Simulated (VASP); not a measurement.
Level of theory: PBEsol GGA, VASP's PBE PAW potentials (set 64) (plane waves; VASP).

The input files of a VASP run:

**POSCAR**
```
CoO
5.1840450
  0.5976906370   0.0000000000   0.0000000000
 -0.2988453185   0.5176151989   0.0000000000
  0.0000000000   0.0000000000   1.0000000019
Co O
2 2
Cartesian
 -0.0000002988   0.3450769718   0.0020578253
  0.2988456173   0.1725382271   0.5020578262
 -0.0000002988   0.3450769718   0.3729421754
  0.2988456173   0.1725382271   0.8729421764
```

**INCAR**
```
ALGO=Normal
EDIFF=1E-7
ENCUT=520
GGA=PS
ISIF=2
ISMEAR=-5
ISPIN=2
LASPH=.TRUE.
LCHARG=.TRUE.
LEFG=.TRUE.
LMAXMIX=4
LORBIT=11
LREAL=.FALSE.
LWAVE=.FALSE.
MAGMOM=2*2.2 2*0.3
NEDOS=601
NELM=100
PREC=Accurate
SYSTEM=CoO
```

KPOINTS:
```
Automatic mesh
0
Gamma
 13 13 7
0 0 0
```

POTCAR, in this order: Co O (PBE.64 set). Program: vasp_std.

The moments were started parallel, and other spin orders were not tried in this run. For a metal the tetrahedron method with Blöchl corrections gives inexact stress and forces.

Task: Estimate the energy per atom (σ→0), cell moment, largest force, band gap (on the k-mesh).

Result: 
The energy per atom (σ→0) is -7.087 eV/atom and the cell moment is 5.24 μB. The band gap (on the k-mesh) comes out as none (metal, semimetal or under 0.01 eV). The largest force is 0.054 eV/Å.

OSZICAR:
```
...
DAV:  18    -0.283496144018E+02   -0.15545E-05   -0.91585E-08  4398   0.400E-03    0.151E-03
DAV:  19    -0.283496125342E+02    0.18675E-05   -0.54372E-08  3702   0.356E-03    0.536E-04
DAV:  20    -0.283496122079E+02    0.32633E-06   -0.14709E-08  3696   0.116E-03    0.364E-04
DAV:  21    -0.283496118104E+02    0.39747E-06   -0.24601E-09  3696   0.526E-04    0.260E-04
DAV:  22    -0.283496114715E+02    0.33898E-06   -0.12153E-09  3696   0.332E-04    0.972E-05
DAV:  23    -0.283496111947E+02    0.27680E-06   -0.55666E-10  3696   0.244E-04    0.593E-05
DAV:  24    -0.283496111998E+02   -0.51427E-08   -0.21070E-10  3696   0.133E-04
   1 F= -.28349611E+02 E0= -.28349611E+02  d E =0.000000E+00  mag=     5.2399
```

The structure was generated: CoO was put into the wurtzite type (P6_3mc), which need not be its known phase. It was relaxed first.
